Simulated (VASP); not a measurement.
Input:

```xyz
2
Lattice="0.0000 2.7582 2.7582 2.7582 0.0000 2.7582 2.7582 2.7582 0.0000" Properties=species:S:1:pos:R:3 pbc="T T T"
Zn     0.0000     0.0000     0.0000
S      1.3791     1.3791     1.3791
```

Computed with RPBE GGA, VASP's PBE PAW potentials (set 64) (plane waves; VASP). Numerical set-up: 520 eV cut-off, 8×8×8 Γ-centred mesh, Gaussian smearing of 0.050 eV, potentials Zn S.

Problem. Predict the energy per atom (σ→0), band gap (on the k-mesh) with the smallest direct gap where there is one.

Solution. 
```
Property                                     Result
-----------------------------------  --------------
band gap (on the k-mesh)                    2.02 eV
smallest direct gap (on the k-mesh)         2.02 eV
energy per atom (σ→0)                -3.103 eV/atom
```

Total energies compare only between runs with the same potentials, cut-off and functional.

The compound is ZnS in the zinc blende structure. It was relaxed first, which changed the volume by +6 %. The start is the result of an earlier pass.
